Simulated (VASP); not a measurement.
Given:

```yaml
crystal:
  lattice:
    - [2.26417, -3.92166, 0.00000]
    - [2.26417, 3.92166, 0.00000]
    - [0.00000, 0.00000, 7.12983]
  atoms:
    - { symbol: Mg, position: [0.00000, 0.00000, 0.00000] }
    - { symbol: Mg, position: [0.33333, 0.66667, 0.63244] }
    - { symbol: Mg, position: [0.66667, 0.33333, 0.36756] }
    - { symbol: Sb, position: [0.33333, 0.66667, 0.22301] }
    - { symbol: Sb, position: [0.66667, 0.33333, 0.77699] }
```

Method: PBE GGA with D3 dispersion (Becke-Johnson damping), VASP's PBE PAW potentials (set 64) (plane waves; VASP). Numerical set-up: 520 eV cut-off, 6×6×4 Γ-centred mesh, tetrahedra with Blöchl corrections, potentials Mg Sb.

Q: The job: Mg$_{3}$Sb$_{2}$ (a-la2o3), 5 atoms, PBE-D3(BJ), static run, 520 eV, 6×6×4 Γ-centred mesh. Roughly how much core time does it take on a busy server core?

A: About 30 core-seconds (one run on a shared machine, a rough figure). It had 24 irreducible k-points, 12 bands, up to 3470 plane waves and 14 electronic steps.

The compound is Mg3Sb2 in the a-la2o3 structure. It was relaxed first.
